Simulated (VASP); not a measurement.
AlAs (zinc blende):

```
AlAs
1.0
    0.00000     2.83000     2.83000
    2.83000     0.00000     2.83000
    2.83000     2.83000     0.00000
Al As
1 1
Direct
  0.00000   0.00000   0.00000
  0.25000   0.25000   0.25000
```

The lowest empty band near X, direction across the valley's axis, from PBE with spin-orbit coupling in VASP (PAW); its two spin partners are averaged. The gap over the points computed is 1.34 eV, and the next band on that side lies 0.86 eV away at the edge.

Run with 400 eV cut-off, 9×9×9 Γ-centred mesh, Gaussian smearing of 0.050 eV, potentials Al As.

```json
[
 {"distance from the edge in k (1/Å)": "0.018", "distance in energy (meV)": "5.2"},
 {"distance from the edge in k (1/Å)": "0.025", "distance in energy (meV)": "10.0"},
 {"distance from the edge in k (1/Å)": "0.035", "distance in energy (meV)": "19.6"},
 {"distance from the edge in k (1/Å)": "0.050", "distance in energy (meV)": "39.9"},
 {"distance from the edge in k (1/Å)": "0.070", "distance in energy (meV)": "77.6"}
]
```

Q: Fit E(1 + αE) = ħ²k²/2m* (ħ²/2m0 = 3.810 eV Å²) and predict the row at 0.095 1/Å.

A: Least squares on the energies gives the electron mass m* = 0.237 m0 and α = 0.19 per eV, and so 141.2 meV. The run gave 141.5 meV, +0.3 meV from the fit.

Left out are points under 3 meV from the edge, since the levels carry 0.1 meV, and points farther than half the way to the next band.

The compound is AlAs in the zinc blende structure. The cell was not relaxed at this level.
